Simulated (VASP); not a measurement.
An input for Quantum ESPRESSO's pw.x (written as the equivalent of a VASP run, and not itself run):

```
&CONTROL
  calculation = 'scf'
  pseudo_dir = './pseudo'
  outdir = './out'
  tprnfor = .true.
  tstress = .false.
/
&SYSTEM
  ibrav = 0
  nat = 2
  ntyp = 2
  ecutwfc = 84
  occupations = 'smearing'
  smearing = 'gaussian'
  degauss = 0.000735
  input_dft = 'pbe0'
  nqx1 = 7
  nqx2 = 7
  nqx3 = 7
/
&ELECTRONS
  conv_thr = 7.3e-05
  electron_maxstep = 100
/
ATOMIC_SPECIES
  Mg 24.305 Mg.upf
  S 32.060 S.upf
CELL_PARAMETERS angstrom
     0.0000000    2.5486660    2.5486660
     2.5486660    0.0000000    2.5486660
     2.5486660    2.5486660    0.0000000
ATOMIC_POSITIONS crystal
  Mg   0.0000000  0.0000000  0.0000000
  S    0.5000000  0.5000000  0.5000000
K_POINTS automatic
  7 7 7 0 0 0
```

### Question
Write the VASP files for the same calculation (PBE0).

### Answer
One answer among several that fit: 
### KPOINTS
```
Automatic mesh
0
G
  7 7 7
0 0 0
```

**POSCAR**
```
MgS
1.0
  0.0000000000   2.5486660000   2.5486660000
  2.5486660000   0.0000000000   2.5486660000
  2.5486660000   2.5486660000   0.0000000000
Mg S
1 1
Cart
  0.0000000000   0.0000000000   0.0000000000
  2.5486660000   2.5486660000   2.5486660000
```

INCAR:
```
# general
SYSTEM  =MgS
PREC    =Accurate
ENCUT   =300   # plane-wave cut-off (eV)
LREAL   =.False.   # projection in real space or not
LASPH   =.True.   # aspherical one-centre terms
ISYM    =3

# electronic loop
EDIFF   =1E-03
NELM    =100   # most electronic steps
ALGO    =Normal   # blocked Davidson

# smearing
ISMEAR  =0   # Gaussian
SIGMA   =0.01   # width (eV)

# functional
GGA     =PE   # PBE
LHFCALC =.True.
AEXX    =0.25
HFRCUT  =-1
PRECFOCK=Fast

# ions
ISIF    =2

# output
LWAVE   =.False.
LCHARG  =.False.
```

POTCAR, in this order: Mg S (PBE.64 set). Program: vasp_std.

Limits of the translation: the potentials are each code's own (VASP's PAW set, PseudoDojo norm-conserving files in pw.x), so ENCUT and ecutwfc are chosen apart and not converted; conv_thr bounds pw.x's estimated SCF error, while EDIFF bounds the energy change between steps; the singularity of exact exchange is treated differently by default.

The structure comes from a computed database's MgS entry; how it stands against other phases isn't given here. The cell was not relaxed at this level. The run is one of a series of settings (EDIFF = 1E-03 against the base run), some of them coarse on purpose.
